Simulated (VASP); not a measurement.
A VASP calculation is set up with these files.

**KPOINTS**
```
Automatic mesh
0
Gamma
4 4 4
0 0 0
```

POSCAR:
```
Ga3InP4
1
    5.6162020132    -0.0000000000    -0.0000000000
    0.0000000000     5.6162020132    -0.0000000000
    0.0000000000    -0.0000000000     5.6162020132
In P Ga
1 4 3
Direct
  1.0000000000   0.0000000000   1.0000000000
  0.2597809434   0.2597809434   0.2597809434
  0.7402190566   0.7402190566   0.2597809434
  0.7402190566   0.2597809434   0.7402190566
  0.2597809434   0.7402190566   0.7402190566
  0.5000000000   0.5000000000   1.0000000000
  0.5000000000   0.0000000000   0.5000000000
  1.0000000000   0.5000000000   0.5000000000
```

### INCAR
```
! general
SYSTEM   =  Ga3InP4
PREC     =  Accurate
ENCUT    =  400
LREAL    =  F
LASPH    =  T

! electronic loop
EDIFF    =  1E-6
NELM     =  100
ALGO     =  Normal
LMAXMIX  =  4

! smearing
ISMEAR   =  0
SIGMA    =  0.05

! functional
GGA      =  PE

! ions
IBRION   =  2
NSW      =  60
ISIF     =  3
EDIFFG   =  -0.02

! output
LWAVE    =  F
LCHARG   =  F
```

POTCAR, in this order: In_d P Ga_d (PBE.64 set). Program: vasp_std.

Q: Write an equivalent input for Quantum ESPRESSO's pw.x.

A: One equivalent input (not run):
```
&CONTROL
  calculation = 'vc-relax'
  pseudo_dir = './pseudo'
  outdir = './out'
  tprnfor = .true.
  tstress = .true.
  nstep = 60
  forc_conv_thr = 0.00078
/
&SYSTEM
  ibrav = 0
  nat = 8
  ntyp = 3
  ecutwfc = 80
  occupations = 'smearing'
  smearing = 'gaussian'
  degauss = 0.003675
  input_dft = 'pbe'
/
&ELECTRONS
  conv_thr = 7.3e-08
  electron_maxstep = 100
/
&IONS
/
&CELL
/
ATOMIC_SPECIES
  In 114.818 In.upf
  P 30.974 P.upf
  Ga 69.723 Ga.upf
CELL_PARAMETERS angstrom
     5.6162020   -0.0000000   -0.0000000
     0.0000000    5.6162020   -0.0000000
     0.0000000   -0.0000000    5.6162020
ATOMIC_POSITIONS crystal
  In   1.0000000  0.0000000  1.0000000
  P    0.2597809  0.2597809  0.2597809
  P    0.7402191  0.7402191  0.2597809
  P    0.7402191  0.2597809  0.7402191
  P    0.2597809  0.7402191  0.7402191
  Ga   0.5000000  0.5000000  1.0000000
  Ga   0.5000000  0.0000000  0.5000000
  Ga   1.0000000  0.5000000  0.5000000
K_POINTS automatic
  4 4 4 0 0 0
```
What does not carry over: the potentials are each code's own (VASP's PAW set, PseudoDojo norm-conserving files in pw.x), so ENCUT and ecutwfc are chosen apart and not converted; conv_thr bounds pw.x's estimated SCF error, while EDIFF bounds the energy change between steps; forc_conv_thr acts on force components and is met together with etot_conv_thr.

The structure was generated: Ga3InP4 was put into an ordered model structure (P-43m), which need not be its known phase. This run relaxes it. Symmetry was kept, so distortions that lower it aren't found. The start is the result of an earlier pass.
